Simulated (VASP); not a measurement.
# What goes wrong when the modes of Sb (Antimony) are computed with a bad input

Aim: see how common mistakes in a phonon run show up, on Sb (Antimony). The starting structure is a measured crystal structure from the Crystallography Open Database.

Main program and level: VASP 6.6.1; Kohn-Sham DFT with plane waves and PAW; LDA.

## (1) The structure

Symmetry: R-3m, No. 166, trigonal system. Conventional cell: a = 4.308 Å, b = 4.308 Å, c = 11.274 Å, α = 90.00°, β = 90.00°, γ = 120.00°. Nearest to Sb lie 3 Sb at 2.91 Å.

## (2) Reference modes

The cell comes from a relaxation at this level, not shown (58.47 Å³).

File INCAR:

```
SYSTEM = Sb
PREC = Accurate
ENCUT = 450
EDIFF = 1E-08
NELM = 100
ISMEAR = 1
SIGMA = 0.15
LREAL = .FALSE.
ALGO = Normal
GGA = CA
NBANDS = 11
LORBIT = 11
LWAVE = .FALSE.
LCHARG = .FALSE.
KPAR = 2
IBRION = 8
ISIF = 2
```

File POSCAR:

```
Sb
1.0
    2.1512309692      1.2420137792      3.6474141679
   -2.1512309692      1.2420137792      3.6474141679
    0.0000000000     -2.4840275584      3.6474141679
Sb
2
Direct
    0.7635715781      0.7635715781      0.7635715781
    0.2364284219      0.2364284219      0.2364284219
```

File KPOINTS:

```
Automatic mesh
0
Gamma
12 12 12
0 0 0
```

The projector-augmented-wave data sets are Sb (LDA family, release 64).

Command:

```sh
> mpirun -np 2 vasp_std
```

The log of the run:

```text
[banner, memory and clock lines left out]
running    2 mpi-ranks, on    1 nodes
 distrk:  each k-point on    1 cores,    2 groups
 distr:  one band on    1 cores,    1 groups

 POSCAR found type information on POSCAR Sb
 POSCAR found :  1 types and       2 ions
 LDA part: xc-table for (Slater(with rela. corr.)+CA(PZ))
 , standard interpolation
 POSCAR, INCAR and KPOINTS ok, starting setup
 FFT: planning ... GRIDC
 FFT: planning ... GRID_SOFT
 FFT: planning ... GRID
 WAVECAR not read
 entering main loop
       N       E                     dE             d eps       ncg     rms          rms(c)
DAV:   1     0.350369308632E+02    0.35037E+02   -0.33764E+03  4158   0.643E+02
DAV:   2    -0.770539033156E+01   -0.42742E+02   -0.41428E+02  5644   0.111E+02
DAV:   3    -0.963380921417E+01   -0.19284E+01   -0.18899E+01  5026   0.267E+01
DAV:   4    -0.965213670181E+01   -0.18327E-01   -0.18317E-01  4636   0.309E+00
DAV:   5    -0.965234638544E+01   -0.20968E-03   -0.20968E-03  4869   0.373E-01    0.322E+00
DAV:   6    -0.963716542237E+01    0.15181E-01   -0.32636E-03  4641   0.311E-01    0.191E+00
DAV:   7    -0.962858522845E+01    0.85802E-02   -0.70418E-03  4572   0.451E-01    0.553E-02
DAV:   8    -0.962859741342E+01   -0.12185E-04   -0.18619E-04  4698   0.984E-02    0.172E-02
DAV:   9    -0.962860104059E+01   -0.36272E-05   -0.13082E-05  4743   0.223E-02    0.579E-03
DAV:  10    -0.962860068439E+01    0.35619E-06   -0.15802E-06  4716   0.695E-03    0.916E-04
DAV:  11    -0.962860071219E+01   -0.27796E-07   -0.14908E-07  4743   0.234E-03    0.357E-04
DAV:  12    -0.962860071179E+01    0.40006E-09   -0.88793E-09  2811   0.524E-04
   1 F= -.96286007E+01 E0= -.96290277E+01  d E =0.128093E-02
 Linear response reoptimize wavefunctions to high precision
DAV:   1    -0.962860071201E+01   -0.21930E-09   -0.14204E-09  3511   0.260E-04
DAV:   2    -0.962860071202E+01   -0.10232E-10   -0.11050E-10  2436   0.814E-05
 Linear response DOF=           2
 Linear response progress:
  Degree of freedom:   1/  2
       N       E                     dE             d eps       ncg     rms          rms(c)
RMM:   1    -0.260282596038E-01   -0.26028E-01    0.21543E-02 39043   0.121E+00
RMM:   2    -0.256793678276E-01    0.34889E-03   -0.17126E-03 30111   0.252E-01    0.496E-02
RMM:   3    -0.256801973038E-01   -0.82948E-06   -0.19162E-05 31721   0.414E-02    0.292E-02
RMM:   4    -0.257287286712E-01   -0.48531E-04    0.52876E-08 31917   0.202E-02    0.235E-03
RMM:   5    -0.257370572531E-01   -0.83286E-05    0.12305E-06 32506   0.381E-03    0.103E-03
RMM:   6    -0.257388603210E-01   -0.18031E-05   -0.16312E-07 30919   0.920E-04    0.314E-04
RMM:   7    -0.257380354429E-01    0.82488E-06   -0.18541E-07 33113   0.237E-04    0.888E-05
RMM:   8    -0.257379896369E-01    0.45806E-07   -0.57329E-08 33863   0.509E-05    0.198E-05
RMM:   9    -0.257379757885E-01    0.13848E-07   -0.11221E-10 33662   0.168E-05    0.202E-06
RMM:  10    -0.257379665344E-01    0.92541E-08    0.25101E-09 33984   0.825E-06    0.740E-07
 first order change of Fermi-energy  -0.21133E-04
 force on displaced ion       1 direction 1 :  -1.815  -0.000  -0.000
 Linear response progress:
  Degree of freedom:   2/  2
       N       E                     dE             d eps       ncg     rms          rms(c)
RMM:   1    -0.270148297197E-01   -0.27015E-01    0.14691E-02  8168   0.122E+00
RMM:   2    -0.257654869624E-01    0.12493E-02   -0.17256E-03  6495   0.261E-01    0.482E-02
RMM:   3    -0.256695490257E-01    0.95938E-04   -0.46064E-05  6906   0.450E-02    0.287E-02
RMM:   4    -0.256031758515E-01    0.66373E-04   -0.25418E-05  6733   0.249E-02    0.690E-03
RMM:   5    -0.256109303831E-01   -0.77545E-05   -0.51009E-07  6952   0.518E-03    0.243E-03
RMM:   6    -0.256127498674E-01   -0.18195E-05   -0.10981E-08  7035   0.108E-03    0.800E-04
RMM:   7    -0.256120453963E-01    0.70447E-06   -0.19854E-08  7092   0.328E-04    0.207E-04
RMM:   8    -0.256120749534E-01   -0.29557E-07   -0.32747E-09  7209   0.579E-05    0.257E-05
RMM:   9    -0.256120920799E-01   -0.17126E-07    0.61428E-10  7233   0.236E-05    0.138E-05
RMM:  10    -0.256120892515E-01    0.28283E-08   -0.82775E-10  7299   0.105E-05    0.308E-06
 first order change of Fermi-energy   0.12866E+00
 force on displaced ion       1 direction 3 :   0.000   0.000  -4.563
 Linear response finished
```

Elapsed: 6.3 min, on 2 MPI ranks of AMD EPYC 7R43, shared host; peak memory 1.7 GiB.

The logs omit lines about the potential files and the build; timing stands in the text.

From OUTCAR (step 2):

```text
ion  position               nearest neighbor table
   1  0.764  0.764  0.764-   2 2.92   2 2.92   2 2.92   2 3.27   2 3.27   2 3.27
   2  0.236  0.236  0.236-   1 2.92   1 2.92   1 2.92   1 3.27   1 3.27   1 3.27

  LATTYP: Found a trigonal (rhomboedric) cell.
 ALAT       =     4.4129381395
 COS(alpha) =     0.5247212476

 Subroutine GETGRP returns: Found 12 space group operations
 (whereof 12 operations were pure point group operations)

The static configuration has the point symmetry D_3d.

 Found    189 irreducible k-points:

   k-points           NKPTS =    189   k-points in BZ     NKDIM =    189   number of bands    NBANDS=     11

   dimension x,y,z NGX =    32 NGY =   32 NGZ =   32
   dimension x,y,z NGXF=    64 NGYF=   64 NGZF=   64

   ENCUT  =  450.0 eV  33.07 Ry    5.75 a.u.   7.63  7.63  7.63*2*pi/ulx,y,z

   NELECT =      10.0000    total number of electrons

 k-points in reciprocal lattice and weights: Automatic mesh
   0.00000000  0.00000000  0.00000000       0.001
   0.08333333 -0.00000000  0.00000000       0.003
   0.16666667 -0.00000000  0.00000000       0.003
   0.25000000  0.00000000  0.00000000       0.003
   0.33333333 -0.00000000  0.00000000       0.003
   0.41666667  0.00000000 -0.00000000       0.003
   0.50000000  0.00000000  0.00000000       0.002
   0.08333333  0.08333333  0.00000000       0.003
   0.16666667  0.08333333  0.00000000       0.007
[...]
-0.41666667  0.50000000  0.41666667       0.003
   0.50000000  0.50000000  0.50000000       0.001

 average (electrostatic) potential at core
       1 -86.3894       2 -86.3894

  Total        0.0009283      0.0009283      0.0021739     -0.0000000      0.0000000      0.0000000
  in kB        0.0254353      0.0254353      0.0595666     -0.0000000      0.0000000      0.0000000
  external PRESSURE =       0.0368124 kB  Pullay stress =       0.0000000 kB

  energy-cutoff  :      450.00
  volume of cell :       58.47
      direct lattice vectors                 reciprocal lattice vectors
     2.151230969  1.242013779  3.647414168     0.232425066  0.134190674  0.091388945
    -2.151230969  1.242013779  3.647414168    -0.232425066  0.134190674  0.091388945
     0.000000000 -2.484027558  3.647414168     0.000000000 -0.268381349  0.091388945

 POSITION                                       TOTAL-FORCE (eV/Angst)
 -----------------------------------------------------------------------------------
      0.00000      0.00000      8.35519         0.000000      0.000000     -0.001133
      0.00000      0.00000      2.58706         0.000000     -0.000000      0.001133
 -----------------------------------------------------------------------------------
    total drift:                               -0.000000     -0.000000      0.000000

 Eigenvectors and eigenvalues of the dynamical matrix
 ----------------------------------------------------

   1 f  =    4.280224 THz    26.893438 2PiTHz  142.772889 cm-1    17.701574 meV
             X         Y         Z           dx          dy          dz
      0.000000  0.000000  8.355185    -0.000000    0.000000   -0.707107
      0.000000  0.000000  2.587057     0.000000    0.000000    0.707107

   2 f  =    2.699194 THz    16.959534 2PiTHz   90.035411 cm-1    11.162963 meV
             X         Y         Z           dx          dy          dz
      0.000000  0.000000  8.355185     0.000001   -0.707107    0.000000
      0.000000  0.000000  2.587057    -0.000001    0.707107    0.000000

   3 f  =    2.699194 THz    16.959534 2PiTHz   90.035411 cm-1    11.162963 meV
             X         Y         Z           dx          dy          dz
      0.000000  0.000000  8.355185     0.707107    0.000001    0.000000
      0.000000  0.000000  2.587057    -0.707107   -0.000001    0.000000

   4 f  =    0.000000 THz     0.000000 2PiTHz    0.000001 cm-1     0.000000 meV
             X         Y         Z           dx          dy          dz
      0.000000  0.000000  8.355185     0.656429    0.262871    0.000000
      0.000000  0.000000  2.587057     0.656429    0.262871    0.000000

   5 f  =    0.000000 THz     0.000000 2PiTHz    0.000000 cm-1     0.000000 meV
             X         Y         Z           dx          dy          dz
      0.000000  0.000000  8.355185     0.000000    0.000000    0.707107
      0.000000  0.000000  2.587057    -0.000000    0.000000    0.707107

   6 f/i=    0.000000 THz     0.000000 2PiTHz    0.000000 cm-1     0.000000 meV
             X         Y         Z           dx          dy          dz
      0.000000  0.000000  8.355185     0.262871   -0.656429    0.000000
      0.000000  0.000000  2.587057     0.262871   -0.656429    0.000000

 ELASTIC MODULI CONTR FROM IONIC RELAXATION (kBar)
 Direction    XX          YY          ZZ          XY          YZ          ZX
 --------------------------------------------------------------------------------
 XX         -78.6508    -70.9454   -133.0572      0.0000     27.7118     -0.0000
 YY         -70.9454    -78.6508   -133.0572     -0.0000    -27.7118      0.0000
 ZZ        -133.0572   -133.0572   -236.6936      0.0000      0.0000     -0.0000
 XY           0.0000     -0.0000      0.0000     -3.8527     -0.0000     26.1794
 YZ          27.7118    -27.7118      0.0000     -0.0000   -199.3246      0.0000
 ZX          -0.0000      0.0000     -0.0000     26.1794      0.0000   -177.8907
 --------------------------------------------------------------------------------
```

Energies printed during the response cycles are not total energies of the cell.

Reference: the zone-centre modes are A1g 142.8, Eg 90.0 cm⁻¹.

## (3) Modes with finite displacements, else as the reference

Against step 2 the input has IBRION = 6, NFREE = 2 and POTIM = 0.015 (also changed: NSW).

INCAR: that of step 2 with these lines changed.

```diff
@@ -15,3 +15,6 @@
 KPAR = 2
-IBRION = 8
+IBRION = 6
+NFREE = 2
+POTIM = 0.015
+NSW = 1
 ISIF = 2
```

POSCAR is that of step 2.

KPOINTS is that of step 2.

Command:

```sh
> mpirun -np 2 vasp_std
```

The log of the run:

```text
[... set-up lines as in an earlier step ...]
 entering main loop
       N       E                     dE             d eps       ncg     rms          rms(c)
[... 12 cycles as in an earlier step ...]
   1 F= -.96286007E+01 E0= -.96290277E+01  d E =0.128093E-02
[...]
2 F= -.96283967E+01 E0= -.96288137E+01  d E =0.125095E-02
[...]
3 F= -.96283967E+01 E0= -.96288137E+01  d E =0.125095E-02
[...]
4 F= -.96280563E+01 E0= -.96284548E+01  d E =0.119549E-02
[...]
5 F= -.96281189E+01 E0= -.96285410E+01  d E =0.126639E-02
 Finite differences progress:
  Degree of freedom:   2/  2
  Displacement:        2/  2
  Total:               4/  4
```

It took 3.5 min on 2 MPI ranks; peak memory 1.3 GiB.

From OUTCAR (step 3):

```text
  Total       -0.0507556     -0.0507556     -0.0910286      0.0000000     -0.0000000      0.0000000
  in kB       -1.3907358     -1.3907358     -2.4942411      0.0000000     -0.0000000      0.0000000
  external PRESSURE =      -1.7585709 kB  Pullay stress =       0.0000000 kB

 POSITION                                       TOTAL-FORCE (eV/Angst)
 -----------------------------------------------------------------------------------
      0.00000      0.00000      8.34019         0.000000      0.000000      0.065044
      0.00000      0.00000      2.58706         0.000000     -0.000000     -0.065044
 -----------------------------------------------------------------------------------
    total drift:                               -0.000000      0.000000      0.000099

  FREE ENERGIE OF THE ION-ELECTRON SYSTEM (eV)
  ---------------------------------------------------
  free  energy   TOTEN  =        -9.6281189071 eV

  energy  without entropy=       -9.6293852983  energy(sigma->0) =       -9.62854104

[... 2 parts as in an earlier step ...]

[... 1 further part left out ...]
[key lines of the parts left out:]
E-fermi :   7.4574
```

The last energy, forces and stress in OUTCAR belong to the last displaced cell, not to that of POSCAR.

With finite displacements, else as the reference the modes are A1g 142.7, Eg 90.0 cm⁻¹; the largest shift is -0.1 cm⁻¹, in A1g, from the reference.

## (4) Modes with a cutoff far too low

A slip made on purpose: a cutoff far too low. Against step 2 the input has ENCUT = 90 (also changed: NELM).

File INCAR:

```
SYSTEM = Sb
PREC = Accurate
ENCUT = 90
EDIFF = 1E-08
NELM = 60
ISMEAR = 1
SIGMA = 0.15
LREAL = .FALSE.
ALGO = Normal
GGA = CA
NBANDS = 11
LORBIT = 11
LWAVE = .FALSE.
LCHARG = .FALSE.
KPAR = 2
IBRION = 8
ISIF = 2
```

POSCAR is that of step 3.

KPOINTS is that of step 3.

Command:

```sh
> mpirun -np 2 vasp_std
```

The log of the run:

```text
[... set-up lines as in an earlier step ...]
 entering main loop
       N       E                     dE             d eps       ncg     rms          rms(c)
DAV:   1     0.104518705135E+01    0.10452E+01   -0.13578E+03  4541   0.173E+02
DAV:   2    -0.933489417640E+01   -0.10380E+02   -0.10082E+02  5246   0.512E+01
DAV:   3    -0.953942650486E+01   -0.20453E+00   -0.20420E+00  4799   0.673E+00
DAV:   4    -0.953970122743E+01   -0.27472E-03   -0.27472E-03  4593   0.276E-01
[...]
DAV:  10    -0.951409428150E+01    0.17529E-06   -0.19349E-06  4647   0.731E-03    0.316E-03
DAV:  11    -0.951409433409E+01   -0.52595E-07   -0.13021E-07  4653   0.203E-03    0.560E-04
DAV:  12    -0.951409433308E+01    0.10093E-08   -0.88735E-09  2832   0.447E-04
   1 F= -.95140943E+01 E0= -.95145204E+01  d E =0.127813E-02
 Linear response reoptimize wavefunctions to high precision
DAV:   1    -0.951409433327E+01   -0.19327E-09   -0.11276E-09  2929   0.183E-04
DAV:   2    -0.951409433326E+01    0.10914E-10   -0.54538E-11  2265   0.431E-05
 Linear response DOF=           2
 Linear response progress:
[...]
RMM:  10    -0.239754288732E-01   -0.32642E-08    0.36745E-10 23947   0.238E-06    0.540E-07
 first order change of Fermi-energy  -0.21441E-04
 force on displaced ion       1 direction 1 :  -2.037   0.000  -0.000
 Linear response progress:
  Degree of freedom:   2/  2
       N       E                     dE             d eps       ncg     rms          rms(c)
RMM:   1    -0.248887242858E-01   -0.24889E-01    0.24048E-02  8345   0.990E-01
RMM:   2    -0.240263221541E-01    0.86240E-03   -0.12817E-03  6569   0.184E-01    0.555E-02
RMM:   3    -0.239317980372E-01    0.94524E-04   -0.30217E-05  6987   0.259E-02    0.346E-02
RMM:   4    -0.238728619482E-01    0.58936E-04   -0.29021E-05  6779   0.248E-02    0.934E-03
RMM:   5    -0.238779057942E-01   -0.50438E-05   -0.53076E-07  7057   0.420E-03    0.133E-03
RMM:   6    -0.238780946098E-01   -0.18882E-06    0.63014E-09  7072   0.383E-04    0.568E-04
RMM:   7    -0.238777917243E-01    0.30289E-06   -0.30635E-08  7147   0.406E-04    0.308E-05
RMM:   8    -0.238778510186E-01   -0.59294E-07   -0.10589E-09  7276   0.444E-05    0.185E-05
RMM:   9    -0.238778556609E-01   -0.46422E-08   -0.39358E-10  6895   0.103E-05    0.749E-06
 first order change of Fermi-energy   0.10155E+00
 force on displaced ion       1 direction 3 :   0.000  -0.000  -4.775
 Linear response finished
```

Run time: 30 s. Hardware: 2 MPI ranks; peak memory 0.31 GiB.

OUTCAR, selected parts (step 4):

```text
  Total        0.0458238      0.0458238      0.0301952     -0.0000000     -0.0000000      0.0000000
  in kB        1.2556016      1.2556016      0.8273676     -0.0000000     -0.0000000      0.0000000
  external PRESSURE =       1.1128569 kB  Pullay stress =       0.0000000 kB

 POSITION                                       TOTAL-FORCE (eV/Angst)
 -----------------------------------------------------------------------------------
      0.00000      0.00000      8.35519         0.000000      0.000000     -0.025266
      0.00000      0.00000      2.58706         0.000000      0.000000      0.025266
 -----------------------------------------------------------------------------------
    total drift:                                0.000000      0.000000     -0.000000

[... 1 part as in an earlier step ...]

[... 1 further part left out ...]
```

With a cutoff far too low the modes are A1g 146.0, Eg 95.4 cm⁻¹; the largest shift is +5.4 cm⁻¹, in Eg, from the reference.

## (5) Modes with a loose electronic threshold

A slip made on purpose: a loose electronic threshold. Against step 2 the input has EDIFF = 1E-04, IBRION = 6, NFREE = 2 and POTIM = 0.015 (also changed: NELM and NSW).

INCAR: that of step 4 with these lines changed.

```diff
@@ -2,4 +2,4 @@
 PREC = Accurate
-ENCUT = 90
-EDIFF = 1E-08
+ENCUT = 450
+EDIFF = 1E-04
 NELM = 60
@@ -15,3 +15,6 @@
 KPAR = 2
-IBRION = 8
+IBRION = 6
+NFREE = 2
+POTIM = 0.015
+NSW = 1
 ISIF = 2
```

POSCAR is that of step 4.

KPOINTS is that of step 4.

Command:

```sh
> mpirun -np 2 vasp_std
```

The log of the run:

```text
[... set-up lines as in an earlier step ...]
 entering main loop
       N       E                     dE             d eps       ncg     rms          rms(c)
[... 7 cycles as in an earlier step ...]
DAV:   8    -0.962859636555E+01   -0.11137E-04   -0.17570E-04  3629   0.984E-02
   1 F= -.96285964E+01 E0= -.96290234E+01  d E =0.128120E-02
[...]
2 F= -.96283971E+01 E0= -.96288140E+01  d E =0.125081E-02
[...]
3 F= -.96283969E+01 E0= -.96288139E+01  d E =0.125071E-02
[...]
4 F= -.96280956E+01 E0= -.96284940E+01  d E =0.119505E-02
[...]
5 F= -.96281214E+01 E0= -.96285435E+01  d E =0.126623E-02
 Finite differences progress:
  Degree of freedom:   2/  2
  Displacement:        2/  2
  Total:               4/  4
```

Run time: 1.8 min. Hardware: 2 MPI ranks; peak memory 1.3 GiB.

From OUTCAR (step 5):

```text
  Total       -0.0596594     -0.0596594     -0.1007205     -0.0000000      0.0000000      0.0000000
  in kB       -1.6347052     -1.6347052     -2.7598064     -0.0000000      0.0000000      0.0000000
  external PRESSURE =      -2.0097389 kB  Pullay stress =       0.0000000 kB

 POSITION                                       TOTAL-FORCE (eV/Angst)
 -----------------------------------------------------------------------------------
      0.00000      0.00000      8.34019         0.000000      0.000000      0.063024
      0.00000      0.00000      2.58706         0.000000     -0.000000     -0.063024
 -----------------------------------------------------------------------------------
    total drift:                               -0.000078     -0.000002      0.002253

  FREE ENERGIE OF THE ION-ELECTRON SYSTEM (eV)
  ---------------------------------------------------
  free  energy   TOTEN  =        -9.6281214461 eV

  energy  without entropy=       -9.6293876733  energy(sigma->0) =       -9.62854352

[... 2 parts as in an earlier step ...]

[... 1 further part left out ...]
[key lines of the parts left out:]
E-fermi :   7.4579
```

With a loose electronic threshold the modes are A1g 141.0, Eg 88.9 cm⁻¹; the largest shift is -1.7 cm⁻¹, in A1g, from finite displacements, else as the reference.

[end of part 1 of 2]

[Lines on the potential files, build, host, timing and source positions are cut from VASP's logs without a mark.]

[Logs are printed without paths, hosts, clocks, repeated set-up lines and the standing remarks that a program may print on its own settings, such as how far it seeks lower states.]

[Hosts, paths, dates, database ids (printed as entryN), source tags and the programs' standing remarks are cut or masked in the printed files.]
